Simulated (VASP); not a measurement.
Given:

```xyz
4
Lattice="2.1978 1.2689 7.1639 -2.1978 1.2689 7.1639 0.0000 -2.5378 7.1639" Properties=species:S:1:pos:R:3 pbc="T T T"
Cd     0.0000     0.0000     0.1089
Cd     0.0000     0.0000    10.6380
Te     0.0000     0.0000    13.4100
Se     0.0000     0.0000     2.7079
```

Calculation: LDA (Ceperley-Alder, Perdew-Zunger), VASP's LDA PAW potentials (set 64) (plane waves; VASP). Run with 400 eV cut-off, Gaussian smearing of 0.050 eV, potentials Cd Te Se.

Unless said otherwise, spin-orbit coupling is left out, though it shifts the bands of the heavy elements here.

### Question
Estimate the band gap (along the path) with the smallest direct gap where there is one.

### Answer

| Quantity | Result |
|---|---|
| band gap (along the path) | 0.11 eV |
| smallest direct gap (along the path) | 0.11 eV |

The structure comes from a computed database's Cd2TeSe entry (R3m); how it stands against other phases isn't given here. It was relaxed first, which changed the volume by -7 %.
